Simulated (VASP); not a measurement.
Input of a VASP 6.6.1 run:

The input INCAR:

```
SYSTEM = NaY
  PREC = Accurate
  ENCUT = 600
  EDIFF = 1E-6
  ISMEAR = -1
  SIGMA = 0.05
  LREAL = .False.
  LASPH = .True.
  NELM = 60
  ALGO = Normal
  ISIF = 3
  LWAVE = .False.
  LCHARG = .False.
  GGA = PE
  IBRION = 2
  NSW = 40
  EDIFFG = -0.005
  PSTRESS = 0
```

The input KPOINTS:

```
regular mesh
0
Gamma
  7 7 7
  0 0 0
```

POSCAR

```
NaY
1.0
    4.0118800000      0.0000000000      0.0000000000
    0.0000000000      4.0118800000      0.0000000000
    0.0000000000      0.0000000000      4.0118800000
Na Y
1 1
Direct
    0.0000000000      0.0000000000      0.0000000000
    0.5000000000      0.5000000000      0.5000000000
```

Potentials or basis: VASP PAW PBE potentials, release 64 (Na_pv, Y_sv).

The run is started by

```console
$ cat potpaw_PBE.64/Na_pv/POTCAR potpaw_PBE.64/Y_sv/POTCAR > POTCAR
$ mpirun -np 1 vasp_std > vasp.out
```

(1) Predict the band gap on the k mesh.

Answers

(1) none (metal or under the smearing width).

Caveat: the relaxation stopped at its first step, so nothing moved.
